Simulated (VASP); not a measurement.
# Sn2Pb with vdW-DF-cx: from relaxation to properties, part 6 of 7

What structure does Sn2Pb take at this level, and what are its properties? The cell is invented: it takes the structure of COD entry 8102994, BaSn2 (space group 164 there), with some of its atoms replaced by other elements, volume scaled by an estimate. It may not be a known or stable phase.

VASP 6.6.1, plane waves and PAW; the level of theory is named at each step.

Still holding for the runs below: The k-mesh is coarse for a metal.

So far. Step 14 (Volume scan with vdW-DF-cx, volume scale 1.06): The pressure falls from -1.75 to -2.49 GPa. The parabola predicted -2.46 GPa, +0.03 GPa off. Step 16 (Fit for vdW-DF-cx): The fitted volume lies +0.17 % from the relaxed one. At a finite cutoff and mesh the minimum of the energy and the zero of the stress don't quite coincide, and the relaxation stops at a threshold. The relaxed cell has a = 4.485, c = 5.130 Å (conventional setting).

**17. Zone-centre phonons (vdW-DF-cx)**

This step: vdW-DF-cx; plane waves and PAW (Pb_d, Sn_d); invented cell (VASP 6.6.1).

Zone-centre modes test whether the atoms sit at a minimum within this cell. IBRION = 6 takes the force constants from differences of forces between displaced cells, so the forces must be tight.

Contents of INCAR:

```
SYSTEM = Sn2Pb
PREC = Accurate
ENCUT = 400
EDIFF = 1E-08
NELM = 100
ISMEAR = 1
SIGMA = 0.2
LREAL = .FALSE.
ALGO = Normal
GGA = CX
AGGAC = 0
LUSE_VDW = .TRUE.
LASPH = .TRUE.
NBANDS = 27
LORBIT = 11
LWAVE = .FALSE.
LCHARG = .FALSE.
IBRION = 6
NFREE = 2
POTIM = 0.015
ISIF = 2
NSW = 1
```

Contents of POSCAR:

```
Sn2Pb
1.0
    4.4849461670      0.0000000446      0.0000000000
   -2.2424725055      3.8840768012      0.0000000000
    0.0000000000      0.0000000000      5.1297456104
Pb Sn
1 2
Direct
    0.0000000000      0.0000000000      0.5000000000
    0.6666666700      0.3333333300      0.8632813417
    0.3333333300      0.6666666700      0.1367186583
```

Contents of KPOINTS:

```
Automatic mesh
0
Gamma
6 6 5
0 0 0
```

Potentials, in the order of the species: Pb_d and Sn_d (PBE family, release 64).

Command:

```console
mpirun -np 1 vasp_std
```

The log of the run:

```text
[... set-up lines as in an earlier step ...]
 entering main loop
       N       E                     dE             d eps       ncg     rms          rms(c)
[... 10 cycles as in an earlier step ...]
DAV:  11    -0.186504914705E+01   -0.35344E-05   -0.47900E-05  2134   0.455E-02    0.580E-03
DAV:  12    -0.186504742701E+01    0.17200E-05   -0.41144E-06  1655   0.178E-02    0.134E-03
DAV:  13    -0.186504730532E+01    0.12169E-06   -0.37858E-07  1806   0.509E-03    0.570E-04
DAV:  14    -0.186504724176E+01    0.63566E-07   -0.85220E-08  1435   0.279E-03    0.274E-04
DAV:  15    -0.186504726793E+01   -0.26173E-07   -0.87061E-09  1018   0.106E-03    0.131E-04
DAV:  16    -0.186504727403E+01   -0.61000E-08   -0.19379E-09   828   0.466E-04
   1 F= -.18650473E+01 E0= -.18646513E+01  d E =-.118800E-02
 Found     4 degrees of freedom:
 Finite differences POTIM= 0.01500 DOF=   4
 bond charge predicted
       N       E                     dE             d eps       ncg     rms          rms(c)
DAV:   1    -0.186123901836E+01    0.38082E-02   -0.16075E+00  3596   0.427E+00    0.109E-01
DAV:   2    -0.186500669450E+01   -0.37677E-02   -0.39768E-02  4041   0.127E+00    0.530E-02
DAV:   3    -0.186498714922E+01    0.19545E-04   -0.39821E-04  4174   0.149E-01    0.346E-02
DAV:   4    -0.186497042310E+01    0.16726E-04   -0.89393E-05  4257   0.910E-02    0.131E-02
DAV:   5    -0.186497142939E+01   -0.10063E-05   -0.11463E-05  4454   0.319E-02    0.325E-03
DAV:   6    -0.186497170164E+01   -0.27225E-06   -0.64402E-07  3330   0.680E-03    0.143E-03
DAV:   7    -0.186497168981E+01    0.11826E-07   -0.11373E-07  3640   0.336E-03    0.392E-04
DAV:   8    -0.186497168846E+01    0.13524E-08   -0.12747E-08  1722   0.143E-03
   2 F= -.18649717E+01 E0= -.18645801E+01  d E =-.117488E-02
[...]
3 F= -.18649717E+01 E0= -.18645800E+01  d E =-.117495E-02
[...]
4 F= -.18648294E+01 E0= -.18644263E+01  d E =-.120903E-02
[...]
5 F= -.18648294E+01 E0= -.18644264E+01  d E =-.120903E-02
[...]
6 F= -.18647322E+01 E0= -.18643406E+01  d E =-.117472E-02
[...]
7 F= -.18647321E+01 E0= -.18643405E+01  d E =-.117476E-02
[...]
8 F= -.18646992E+01 E0= -.18644235E+01  d E =-.827034E-03
 Finite differences progress:
  Degree of freedom:   4/  4
  Displacement:        1/  2
  Total:               7/  8
 bond charge predicted
       N       E                     dE             d eps       ncg     rms          rms(c)
DAV:   1    -0.185207647548E+01    0.12623E-01   -0.44214E+00  1723   0.104E+01    0.381E-01
DAV:   2    -0.186457959434E+01   -0.12503E-01   -0.12911E-01  1992   0.273E+00    0.113E-01
DAV:   3    -0.186470893905E+01   -0.12934E-03   -0.19300E-03  2221   0.659E-01    0.105E-01
DAV:   4    -0.186472675095E+01   -0.17812E-04   -0.26157E-04  1919   0.128E-01    0.584E-02
DAV:   5    -0.186472720679E+01   -0.45584E-06   -0.20303E-05  2133   0.914E-02    0.398E-03
DAV:   6    -0.186472786439E+01   -0.65760E-06   -0.11756E-05  1981   0.317E-02    0.356E-03
DAV:   7    -0.186472778706E+01    0.77332E-07   -0.14771E-06  2138   0.152E-02    0.273E-03
DAV:   8    -0.186472788457E+01   -0.97512E-07   -0.40866E-07  1687   0.600E-03    0.118E-03
DAV:   9    -0.186472787365E+01    0.10928E-07   -0.45790E-08  1571   0.802E-03    0.157E-04
DAV:  10    -0.186472786746E+01    0.61809E-08   -0.10702E-08   852   0.166E-03
   9 F= -.18647279E+01 E0= -.18642035E+01  d E =-.157324E-02
 Finite differences progress:
  Degree of freedom:   4/  4
  Displacement:        2/  2
  Total:               8/  8
```

Elapsed: 7.3 min, on 1 MPI rank of Intel Xeon 6975P-C (Granite Rapids), shared host; peak memory 0.55 GiB.

OUTCAR, selected parts (step 17):

```text
   NELECT =      42.0000    total number of electrons

 E-fermi :   6.8448

 k-point     1 :       0.0000    0.0000    0.0000
  band No.  band energies     occupation
    ...
     16      -4.2756      2.00000
     17       0.3730      2.00000
     18       1.8862      2.00000
     19       6.7968      1.39316
     20       6.7968      1.39315
     21       7.2236     -0.02215
     22       7.2236     -0.02215
     23       7.8504     -0.00000
     24       8.3525     -0.00000
     25      11.9406      0.00000
    ...

Total vdW correction in eV:      7.2888564

  Total       -0.0451791     -0.0451791      0.0051459     -0.0000000     -0.0000000      0.0000000
  in kB       -0.8100421     -0.8100419      0.0922639     -0.0000001     -0.0000000      0.0000000
  external PRESSURE =      -0.5092734 kB  Pullay stress =       0.0000000 kB

 POSITION                                       TOTAL-FORCE (eV/Angst)
 -----------------------------------------------------------------------------------
      0.00000      0.00000      2.56487        -0.000000      0.000000     -0.014211
      2.24247      1.29469      4.41341         0.000000     -0.000000      0.042782
      0.00000      2.58938      0.70133        -0.000000     -0.000000     -0.028571
 -----------------------------------------------------------------------------------
    total drift:                               -0.000000     -0.000000     -0.000052

  FREE ENERGIE OF THE ION-ELECTRON SYSTEM (eV)
  ---------------------------------------------------
  free  energy   TOTEN  =        -1.8647278675 eV

  energy  without entropy=       -1.8631546301  energy(sigma->0) =       -1.86420345

Total vdW correction in eV:      7.2888559

 Eigenvectors and eigenvalues of the dynamical matrix
 ----------------------------------------------------

   1 f  =    3.321457 THz    20.869328 2PiTHz  110.791869 cm-1    13.736435 meV
             X         Y         Z           dx          dy          dz
      0.000000  0.000000  2.564873    -0.000000    0.000000   -0.000000
      2.242473  1.294692  4.428414    -0.637079   -0.306807    0.000000
      0.000000  2.589385  0.701332     0.637079    0.306807   -0.000000

   2 f  =    3.321456 THz    20.869324 2PiTHz  110.791847 cm-1    13.736432 meV
             X         Y         Z           dx          dy          dz
      0.000000  0.000000  2.564873    -0.000000    0.000000   -0.000000
      2.242473  1.294692  4.428414     0.306807   -0.637079   -0.000000
      0.000000  2.589385  0.701332    -0.306807    0.637079    0.000000

   3 f  =    3.200113 THz    20.106906 2PiTHz  106.744294 cm-1    13.234600 meV
             X         Y         Z           dx          dy          dz
      0.000000  0.000000  2.564873     0.000000   -0.000000    0.000000
      2.242473  1.294692  4.428414    -0.000000    0.000000   -0.707107
      0.000000  2.589385  0.701332     0.000000   -0.000000    0.707107

   4 f  =    2.058743 THz    12.935465 2PiTHz   68.672283 cm-1     8.514274 meV
             X         Y         Z           dx          dy          dz
      0.000000  0.000000  2.564873     0.000000   -0.000000    0.732187
      2.242473  1.294692  4.428414    -0.000000    0.000000   -0.481613
      0.000000  2.589385  0.701332    -0.000000    0.000000   -0.481613

   5 f  =    1.227705 THz     7.713897 2PiTHz   40.951826 cm-1     5.077377 meV
             X         Y         Z           dx          dy          dz
      0.000000  0.000000  2.564873     0.663967    0.319755    0.000000
      2.242473  1.294692  4.428414    -0.430632   -0.207385    0.000000
      0.000000  2.589385  0.701332    -0.430632   -0.207385    0.000000

   6 f  =    1.227705 THz     7.713896 2PiTHz   40.951818 cm-1     5.077376 meV
             X         Y         Z           dx          dy          dz
      0.000000  0.000000  2.564873     0.319755   -0.663967   -0.000000
      2.242473  1.294692  4.428414    -0.207385    0.430632    0.000000
      0.000000  2.589385  0.701332    -0.207385    0.430632    0.000000

   7 f/i=    0.004362 THz     0.027406 2PiTHz    0.145495 cm-1     0.018039 meV
             X         Y         Z           dx          dy          dz
      0.000000  0.000000  2.564873     0.000000    0.000000   -0.681104
      2.242473  1.294692  4.428414     0.000000    0.000000   -0.517734
      0.000000  2.589385  0.701332     0.000000    0.000000   -0.517734

   8 f/i=    0.011220 THz     0.070499 2PiTHz    0.374266 cm-1     0.046403 meV
             X         Y         Z           dx          dy          dz
      0.000000  0.000000  2.564873    -0.293285    0.609006   -0.000000
      2.242473  1.294692  4.428414    -0.226100    0.469496   -0.000000
      0.000000  2.589385  0.701332    -0.226100    0.469496   -0.000000

   9 f/i=    0.011220 THz     0.070499 2PiTHz    0.374266 cm-1     0.046403 meV
             X         Y         Z           dx          dy          dz
      0.000000  0.000000  2.564873     0.609006    0.293285    0.000000
      2.242473  1.294692  4.428414     0.469496    0.226100    0.000000
      0.000000  2.589385  0.701332     0.469496    0.226100    0.000000

 ELASTIC MODULI CONTR FROM IONIC RELAXATION (kBar)
 Direction    XX          YY          ZZ          XY          YZ          ZX
 --------------------------------------------------------------------------------
 XX         -52.6178      6.9424    -14.9247     -0.0000    -10.7884     -0.0000
 YY           6.9424    -52.6177    -14.9247     -0.0000     10.7884      0.0000
 ZZ         -14.9247    -14.9247     -9.7534     -0.0000      0.0000      0.0000
 XY          -0.0000     -0.0000     -0.0000    -29.7801      0.0000    -10.7884
 YZ         -10.7884     10.7884      0.0000      0.0000     -3.9083     -0.0000
 ZX          -0.0000      0.0000      0.0000    -10.7884     -0.0000     -3.9083
 --------------------------------------------------------------------------------

[... 8 parts as in an earlier step ...]

[... 9 further parts left out ...]
```

The last energy, forces, stress and levels in OUTCAR belong to the last displaced cell, not to the cell of POSCAR.

Numbers from this step:

* pressure of the cell: -0.01108 GPa
* largest force of the cell: 8.95e-4 eV/Å

Modes at Γ, with each element's share of the kinetic energy:

| mode | frequency (cm⁻¹) | symmetry | Pb % | Sn % |
| --- | --- | --- | --- | --- |
| 1 | -0.4 | acoustic | 46 | 54 |
| 2 | -0.4 | acoustic | 46 | 54 |
| 3 | -0.1 | acoustic | 46 | 54 |
| 4 | 41.0 | Eu | 54 | 46 |
| 5 | 41.0 | Eu | 54 | 46 |
| 6 | 68.7 | A2u | 54 | 46 |
| 7 | 106.7 | A1g | 0 | 100 |
| 8 | 110.8 | Eg | 0 | 100 |
| 9 | 110.8 | Eg | 0 | 100 |

Displacements in mode 5 (41.0 cm⁻¹), the largest set to 1:
```
Pb1  1.00  0.48  0.00
Sn2 -0.86 -0.41  0.00
Sn3 -0.86 -0.41  0.00
```

Displacements in mode 9 (110.8 cm⁻¹), the largest set to 1:
```
Pb1  0.00  0.00  0.00
Sn2 -1.00 -0.48  0.00
Sn3  1.00  0.48  0.00
```

The three acoustic modes lie within 0.4 cm⁻¹ of zero, and all others are real. By the characters of their eigenvectors the optical modes sort into (cm⁻¹) Raman active: A1g 107, Eg 111; infrared active: Eu 41, A2u 69. With a centre of inversion no mode is active in both.

(Continued in part 7 of 7.)

[Lines on the potential files, build, host, timing and source positions are cut from VASP's logs without a mark.]

[Logs are printed without paths, hosts, clocks, repeated set-up lines and the standing remarks that a program may print on its own settings, such as how far it seeks lower states.]

[Hosts, paths, dates, database ids (printed as entryN), source tags and the programs' standing remarks are cut or masked in the printed files.]

[A measured line is paired with the nearest computed mode of its activity, which favours agreement.]
